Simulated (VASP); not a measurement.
Computed with LDA (Ceperley-Alder, Perdew-Zunger), VASP's LDA PAW potentials (set 64) (plane waves; VASP). Each cell was relaxed at this level.

Which of these has an unstable (imaginary) mode at Γ?
A. SnBr2, P-3m1 (164)
B. HgS, F-43m (216)
C. C, Cmme (67)
D. CsSnBr3, Pm-3m (221)

C, C, Cmme (67). Its optical Γ-point modes are 49i, 53, 128, 883, 887, 1554, 1568, 1604, 1614 cm⁻¹.
